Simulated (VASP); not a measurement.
# Ti8N5O3 (R-3m) in VASP: further runs

The runs below take Ti8N5O3 through relaxation of cell and atoms, with PBE.

Everything below comes from runs of VASP 6.6.1. Logs are shortened: lines on timing, memory, paths and dates and some standing lists are left out, and cuts for length are marked.

## 1. The crystal as given

The structure is trigonal, space group R-3m (No. 166). Conventional cell: a = 5.961 Å, b = 5.961 Å, c = 14.602 Å, α = 90.00°, β = 90.00°, γ = 120.00°. Around Ti (site symmetry m) lie 2 O at 2.11 Å and 4 N at 2.11 Å. Ti (site symmetry 3m) is surrounded by 3 O at 2.11 Å and 3 N at 2.11 Å. O (site symmetry 2/m) is surrounded by 6 Ti at 2.11 Å. N (site symmetry -3m) is surrounded by 6 Ti at 2.11 Å. Around N (site symmetry -3m) lie 6 Ti at 2.11 Å. N (site symmetry 2/m) is surrounded by 6 Ti at 2.11 Å.

The cell was built by a generator and needn't be a form met in nature.

## 2. Relaxation of cell and atoms, PBE

INCAR reads:

```
SYSTEM = Ti8N5O3
ALGO = Normal
EDIFF = 1E-6
EDIFFG = -0.01
ENCUT = 600
GGA = PE
IBRION = 2
ISIF = 3
ISMEAR = 1
KPAR = 4
LASPH = .True.
LCHARG = .False.
LREAL = .False.
LWAVE = .False.
NELM = 80
NSW = 90
PREC = Accurate
SIGMA = 0.1
```

KPOINTS reads:

```
k-points
0
Gamma
  9 9 8
  0 0 0
```

POSCAR reads:

```
Ti8N5O3
1.0
   -4.2153366800     -4.2153366800      0.0000000000
    0.0000000000     -4.2153366800      4.2153366800
   -4.2153366800      0.0000000000      4.2153366800
Ti O N
8 3 5
Direct
    0.5000000000      0.0000000000      0.0000000000
    0.0000000000      0.0000000000      0.0000000000
    0.5000000000      0.5000000000      0.0000000000
    0.0000000000      0.5000000000      0.0000000000
    0.5000000000      0.0000000000      0.5000000000
    0.0000000000      0.0000000000      0.5000000000
    0.5000000000      0.5000000000      0.5000000000
    0.0000000000      0.5000000000      0.5000000000
    0.7500000000      0.2500000000      0.2500000000
    0.2500000000      0.2500000000      0.2500000000
    0.7500000000      0.7500000000      0.2500000000
    0.2500000000      0.7500000000      0.2500000000
    0.7500000000      0.2500000000      0.7500000000
    0.2500000000      0.2500000000      0.7500000000
    0.7500000000      0.7500000000      0.7500000000
    0.2500000000      0.7500000000      0.7500000000
```

Potentials or basis: VASP PAW PBE potentials, release 64 (Ti_sv, O, N).

On the command line:

```
> cat potpaw_PBE.64/Ti_sv/POTCAR potpaw_PBE.64/O/POTCAR potpaw_PBE.64/N/POTCAR > POTCAR
> mpirun -np 4 vasp_std > vasp.out
```

OUTCAR:

```text
SYSTEM = Ti8N5O3
   EDIFF = 1E-6
   EDIFFG = -0.01
   ENCUT = 600
   GGA = PE
   IBRION = 2
   ISIF = 3
   ISMEAR = 1
   LASPH = .True.
   LREAL = .False.
   NELM = 80
   NSW = 90
   PREC = Accurate

 ion  position               nearest neighbor table
   1  0.500  0.000  0.000-  10 2.11  11 2.11  12 2.11  13 2.11  14 2.11  15 2.11
   2  0.000  0.000  0.000-   9 2.11  11 2.11  12 2.11  13 2.11  14 2.11  16 2.11
   3  0.500  0.500  0.000-   9 2.11  10 2.11  12 2.11  13 2.11  15 2.11  16 2.11
   4  0.000  0.500  0.000-   9 2.11  10 2.11  11 2.11  14 2.11  15 2.11  16 2.11
   5  0.500  0.000  0.500-   9 2.11  10 2.11  11 2.11  14 2.11  15 2.11  16 2.11
   6  0.000  0.000  0.500-   9 2.11  10 2.11  12 2.11  13 2.11  15 2.11  16 2.11
[... 8 lines left out ...]
  15  0.750  0.750  0.750-   1 2.11   3 2.11   4 2.11   5 2.11   6 2.11   8 2.11
  16  0.250  0.750  0.750-   2 2.11   3 2.11   4 2.11   5 2.11   6 2.11   7 2.11

  LATTYP: Found a face centered cubic cell.
 ALAT       =     8.4306733600

  Lattice vectors:

 A1 = (  -4.2153366800,  -4.2153366800,   0.0000000000)
 A2 = (   0.0000000000,  -4.2153366800,   4.2153366800)
 A3 = (  -4.2153366800,   0.0000000000,   4.2153366800)

Analysis of symmetry for initial positions (statically):
=====================================================================
 Subroutine PRICEL returns:
 Original cell was already a primitive cell.

 Routine SETGRP: Setting up the symmetry group for a
 face centered cubic supercell.

 Subroutine GETGRP returns: Found 12 space group operations
 (whereof  2 operations were pure point group operations)
 out of a pool of 48 trial point group operations.

The static configuration has the point symmetry C_1h.
 The point group associated with its full space group is D_3d.

Analysis of symmetry for dynamics (positions and initial velocities):
=====================================================================
 Subroutine PRICEL returns:
 Original cell was already a primitive cell.

 Routine SETGRP: Setting up the symmetry group for a
 face centered cubic supercell.

 Subroutine GETGRP returns: Found 12 space group operations
 (whereof  2 operations were pure point group operations)
 out of a pool of 48 trial point group operations.

The dynamic configuration has the point symmetry C_1h.
 The point group associated with its full space group is D_3d.

 Subroutine INISYM returns: Found 12 space group operations
 (whereof  2 operations are pure point group operations),
 and found     1 'primitive' translations

[... 170 lines left out ...]
   LHFCALC =     F    Hartree Fock is set to
   AEXX    =    0.0000 exact exchange contribution
   IVDW    =     0    specifies the selected vdW correction
   LEPSILON=     F    determine dielectric tensor
   LRPA    =     F    only Hartree local field effects (RPA)
 conjugate gradient relaxation of ions
 non-spin polarized calculation
 Methfessel and Paxton  Order N= 1 SIGMA  =   0.10
  energy-cutoff  :      600.00
  volume of cell :      149.81
 maximum number of plane-waves:      5029
   NGX = 23   NGY = 23   NGZ = 23

--------------------------------------- Ionic step        1  -------------------------------------------

 number of electron     139.0000009 magnetization

 Free energy of the ion-electron system (eV)
  ---------------------------------------------------
  ext. energy  EPLUGINS =         0.00000000
  ---------------------------------------------------
  free energy    TOTEN  =      -150.64852990 eV

  energy without entropy =     -150.64941297  energy(sigma->0) =     -150.64882426

------------------------ aborting loop because EDIFF is reached ----------------------------------------

  FORCE on cell =-STRESS in cart. coord.  units (eV):
  Direction    XX          YY          ZZ          XY          YZ          ZX
  --------------------------------------------------------------------------------------
  -------------------------------------------------------------------------------------
  Total        7.9984045      7.9984045      7.9984045      0.2415144     -0.2415144      0.2415144
  in kB       85.5435256     85.5435256     85.5435256      2.5830148     -2.5830148      2.5830148
  external PRESSURE =      85.5435256 kB  Pullay stress =       0.0000000 kB
[... 131 lines left out ...]
  FREE ENERGIE OF THE ION-ELECTRON SYSTEM (eV)
  ---------------------------------------------------
  free  energy   TOTEN  =      -151.4303763142 eV

  energy  without entropy=     -151.4312523011  energy(sigma->0) =     -151.43066831

[... ionic steps 4 to 8 ...]

--------------------------------------- Ionic step        9  -------------------------------------------

 number of electron     139.0000022 magnetization

------------------------ aborting loop because EDIFF is reached ----------------------------------------
[... 95 lines left out ...]
--------------------------------------- Ionic step       11  -------------------------------------------

 number of electron     139.0000022 magnetization

 Free energy of the ion-electron system (eV)
  ---------------------------------------------------
  ext. energy  EPLUGINS =         0.00000000
  ---------------------------------------------------
  free energy    TOTEN  =      -151.76669481 eV

  energy without entropy =     -151.76752010  energy(sigma->0) =     -151.76696991

 E-fermi :  11.3269     XC(G=0): -12.8074

 val. band max:       11.3264211061   @ k =  -0.4444   0.0000   0.3750
 cond. band min:      11.3282353543   @ k =   0.2222   0.0000   0.2500
 fundamental gap:      0.0018142482
 Fermi energy:        11.3268806661

 k-point     1 :       0.0000    0.0000    0.0000
  band No.  band energies     occupation
      1     -46.5676      2.00000
      2     -46.4785      2.00000
      3     -46.4607      2.00000
      4     -46.4607      2.00000
      5     -46.4559      2.00000
      6     -46.4332      2.00000
[... 2005 lines left out ...]
     80      12.6379     -0.00000
     81      12.6474     -0.00000

 [... further k-points ...]

 [bands above 81 left out]

------------------------ aborting loop because EDIFF is reached ----------------------------------------

  FORCE on cell =-STRESS in cart. coord.  units (eV):
  Direction    XX          YY          ZZ          XY          YZ          ZX
  --------------------------------------------------------------------------------------
  -------------------------------------------------------------------------------------
  Total        0.0562055      0.0562055      0.0562055      0.0166008     -0.0166008      0.0166008
  in kB        0.5757354      0.5757354      0.5757354      0.1700487     -0.1700487      0.1700487
  external PRESSURE =       0.5757354 kB  Pullay stress =       0.0000000 kB
[... 31 lines left out ...]
  FREE ENERGIE OF THE ION-ELECTRON SYSTEM (eV)
  ---------------------------------------------------
  free  energy   TOTEN  =      -151.7666948149 eV

  energy  without entropy=     -151.7675201004  energy(sigma->0) =     -151.76696991

 reached required accuracy - stopping structural energy minimisation
```

CONTCAR:

```text
Ti8N5O3
   1.00000000000000
    -4.2710857912036158   -4.2710857912036158    0.0000000000000000
    -0.0000000000000000   -4.2710857912036158    4.2710857912036158
    -4.2817389402410075    0.0106531490373920    4.2817389402410075
  Ti              O               N
     8     3     5
Direct
     0.5007262047977463    0.0007262047977462    0.9789834406831132
     0.0195641497213943    0.0007262047977462    0.9789834406831132
     0.5007262047977463    0.5195641497213944    0.9789834406831132
     0.0086251438141054    0.5086251438141054    0.9741245685576838
     0.4913748561858947    0.9913748561858946    0.5258754314423161
     0.9992737952022537    0.9804358502786056    0.5210165593168868
[... 8 lines left out ...]
     0.7500000000000000    0.7500000000000000    0.7500000000000000
     0.2500000000000000    0.7500000000000000    0.7500000000000000

  0.00000000E+00  0.00000000E+00  0.00000000E+00
  0.00000000E+00  0.00000000E+00  0.00000000E+00
  0.00000000E+00  0.00000000E+00  0.00000000E+00
  0.00000000E+00  0.00000000E+00  0.00000000E+00
  0.00000000E+00  0.00000000E+00  0.00000000E+00
  0.00000000E+00  0.00000000E+00  0.00000000E+00
[... 8 lines left out ...]
  0.00000000E+00  0.00000000E+00  0.00000000E+00
  0.00000000E+00  0.00000000E+00  0.00000000E+00
```

Wall time 1.7 h (4 MPI ranks of AMD EPYC 9R14 (Zen 4), shared host); peak memory 1.8 GiB.

What came out:

* Free energy: -151.7667 eV
* Relaxed volume: 9.78 Å³/atom
* Relaxed cell: a = 6.040 Å, b = 6.040 Å, c = 6.055 Å, α = 60.08°, β = 60.08°, γ = 60.00°
* Space group after relaxing (to 0.05 Å): R-3m (No. 166)
* Energy gained by relaxing: 69.9 meV/atom
* Ionic steps: 11
* Pressure after relaxing: 0.1 GPa
* Largest force after relaxing: 0.010 eV/Å
* Band gap on the k mesh: none (metal or under the smearing width)

Forces on the atoms (eV/Å):
```
Ti   0.000  0.004  0.000
Ti  -0.004  0.000  0.000
Ti   0.000  0.000  0.004
Ti  -0.006  0.006  0.006
Ti   0.006 -0.006 -0.006
Ti   0.000  0.000 -0.004
Ti   0.004  0.000  0.000
Ti   0.000 -0.004  0.000
O    0.000  0.000  0.000
O    0.000  0.000  0.000
O    0.000  0.000  0.000
N    0.000  0.000  0.000
N    0.000  0.000  0.000
N    0.000  0.000  0.000
N    0.000  0.000  0.000
N    0.000  0.000  0.000
```

The path:
| step | energy change (eV) | largest force (eV/Å) | pressure (GPa) | volume (Å³) |
| --- | --- | --- | --- | --- |
| 1 | 0.0000 | 1.8094 | 8.55 | 149.81 |
| 2 | -0.7807 | 1.1751 | -8.30 | 160.91 |
| 3 | -0.7818 | 1.1399 | -8.70 | 161.27 |
| 4 | -0.9135 | 1.5813 | 0.89 | 157.49 |
| 5 | -1.0787 | 0.3092 | -3.58 | 159.00 |
| 6 | -1.1111 | 0.0963 | 1.48 | 155.41 |
| 7 | -1.1159 | 0.0777 | 0.11 | 156.35 |
| 8 | -1.1176 | 0.0407 | 0.03 | 156.41 |
| 9 | -1.1181 | 0.0160 | -0.05 | 156.46 |
| 10 | -1.1182 | 0.0105 | 0.05 | 156.41 |
| 11 | -1.1182 | 0.0097 | 0.06 | 156.41 |

Final structure:
```cif
data_structure
_symmetry_space_group_name_H-M 'P 1'
_symmetry_Int_Tables_number 1
_cell_length_a 6.0402
_cell_length_b 6.0402
_cell_length_c 6.0553
_cell_angle_alpha 60.082
_cell_angle_beta 60.082
_cell_angle_gamma 60.000
_cell_volume 156.41
loop_
_atom_site_label
_atom_site_type_symbol
_atom_site_fract_x
_atom_site_fract_y
_atom_site_fract_z
_atom_site_occupancy
Ti1 Ti 0.50073 0.00073 0.97898 1
Ti2 Ti 0.01956 0.00073 0.97898 1
Ti3 Ti 0.50073 0.51956 0.97898 1
Ti4 Ti 0.00863 0.50863 0.97412 1
Ti5 Ti 0.49137 0.99137 0.52588 1
Ti6 Ti 0.99927 0.98044 0.52102 1
Ti7 Ti 0.48044 0.49927 0.52102 1
Ti8 Ti 0.99927 0.49927 0.52102 1
O1 O 0.75000 0.25000 0.25000 1
O2 O 0.25000 0.25000 0.25000 1
O3 O 0.75000 0.75000 0.25000 1
N1 N 0.25000 0.75000 0.25000 1
N2 N 0.75000 0.25000 0.75000 1
N3 N 0.25000 0.25000 0.75000 1
N4 N 0.75000 0.75000 0.75000 1
N5 N 0.25000 0.75000 0.75000 1
```

Caveat: an odd number of electrons without spin polarisation forces a metal; a magnetic or distorted state may lie lower; semilocal functionals often make such compounds metallic where correlation or magnetic order opens a gap, which also shifts bond lengths.

## 3. Relaxation of cell and atoms, PBE

This run uses another cell than the first one, of 9.78 Å³/atom, 1.044 times its volume.

INCAR, as its differences from that of step 2:

```diff
@@ -2,4 +2,4 @@
 ALGO = Normal
-EDIFF = 1E-6
-EDIFFG = -0.01
+EDIFF = 1E-7
+EDIFFG = -0.005
 ENCUT = 600
```

KPOINTS is that of step 2.

POSCAR reads:

```
Ti8N5O3                                 
1.0
   -4.2710857912     -4.2710857912      0.0000000000
   -0.0000000000     -4.2710857912      4.2710857912
   -4.2817389402      0.0106531490      4.2817389402
  Ti              O               N             
     8     3     5
Direct
     0.5007262047977463    0.0007262047977462    0.9789834406831132
     0.0195641497213943    0.0007262047977462    0.9789834406831132
     0.5007262047977463    0.5195641497213944    0.9789834406831132
     0.0086251438141054    0.5086251438141054    0.9741245685576838
     0.4913748561858947    0.9913748561858946    0.5258754314423161
     0.9992737952022537    0.9804358502786056    0.5210165593168868
     0.4804358502786056    0.4992737952022537    0.5210165593168868
     0.9992737952022538    0.4992737952022537    0.5210165593168868
     0.7500000000000000    0.2500000000000000    0.2500000000000000
     0.2500000000000000    0.2500000000000000    0.2500000000000000
     0.7500000000000000    0.7500000000000000    0.2500000000000000
     0.2500000000000000    0.7500000000000000    0.2500000000000000
     0.7500000000000000    0.2500000000000000    0.7500000000000000
     0.2500000000000000    0.2500000000000000    0.7500000000000000
     0.7500000000000000    0.7500000000000000    0.7500000000000000
     0.2500000000000000    0.7500000000000000    0.7500000000000000
```

Potentials or basis: VASP PAW PBE potentials, release 64 (Ti_sv, O, N).

On the command line:

```
> cat potpaw_PBE.64/Ti_sv/POTCAR potpaw_PBE.64/O/POTCAR potpaw_PBE.64/N/POTCAR > POTCAR
> mpirun -np 4 vasp_std > vasp.out
```

Wall time 23 min (4 MPI ranks of AMD EPYC 9R14 (Zen 4), shared host); peak memory 1.8 GiB.

Results (log left out):

```yaml
Free_energy: -151.7802 eV
Relaxed_volume: 9.78 Å³/atom
Relaxed_cell: a = 6.041 Å, b = 6.041 Å, c = 6.055 Å, α = 60.08°, β = 60.08°, γ = 60.00°
Space_group_after_relaxing_to_0.05_Å: R-3m (No. 166)
Energy_gained_by_relaxing: 0.0 meV/atom
Ionic_steps: 2
Pressure_after_relaxing: 0.0 GPa
Largest_force_after_relaxing: 0.003 eV/Å
Band_gap_on_the_k_mesh: none (metal or under the smearing width)
```

Forces on the atoms (eV/Å):
```
Ti   0.002  0.001 -0.002
Ti  -0.001 -0.002 -0.002
Ti   0.002 -0.002  0.001
Ti  -0.001  0.001  0.001
Ti   0.001 -0.001 -0.001
Ti  -0.002  0.002 -0.001
Ti   0.001  0.002  0.002
Ti  -0.002 -0.001  0.002
O    0.000  0.000  0.000
O    0.000  0.000  0.000
O    0.000  0.000  0.000
N    0.000  0.000  0.000
N    0.000  0.000  0.000
N    0.000  0.000  0.000
N    0.000  0.000  0.000
N    0.000  0.000  0.000
```

Final structure:
```
Ti O N
1.0
    -4.27156   -4.27156    0.00000
     0.00000   -4.27156    4.27156
    -4.28171    0.01016    4.28171
Ti O N
8 3 5
Direct
  0.50070 0.00070 0.97900
  0.01959 0.00071 0.97900
  0.50071 0.51959 0.97900
  0.00859 0.50859 0.97423
  0.49141 0.99141 0.52577
  0.99930 0.98041 0.52100
  0.48041 0.49929 0.52100
  0.99930 0.49930 0.52100
  0.75000 0.25000 0.25000
  0.25000 0.25000 0.25000
  0.75000 0.75000 0.25000
  0.25000 0.75000 0.25000
  0.75000 0.25000 0.75000
  0.25000 0.25000 0.75000
  0.75000 0.75000 0.75000
  0.25000 0.75000 0.75000
```

Levels at points of the mesh, in eV from the Fermi level:
| k point | band 68 | band 69 | band 70 | band 71 | band 72 | band 73 |
| --- | --- | --- | --- | --- | --- | --- |
| (0.00, 0.00, 0.00) | -0.73 | -0.73 | -0.58 | 0.57 | 0.57 | 1.42 |
| (0.00, 0.00, 0.50) | -0.10 | -0.10 | 0.10 | 0.10 | 0.14 | 0.38 |

Caveat: an odd number of electrons without spin polarisation forces a metal; a magnetic or distorted state may lie lower; semilocal functionals often make such compounds metallic where correlation or magnetic order opens a gap, which also shifts bond lengths.
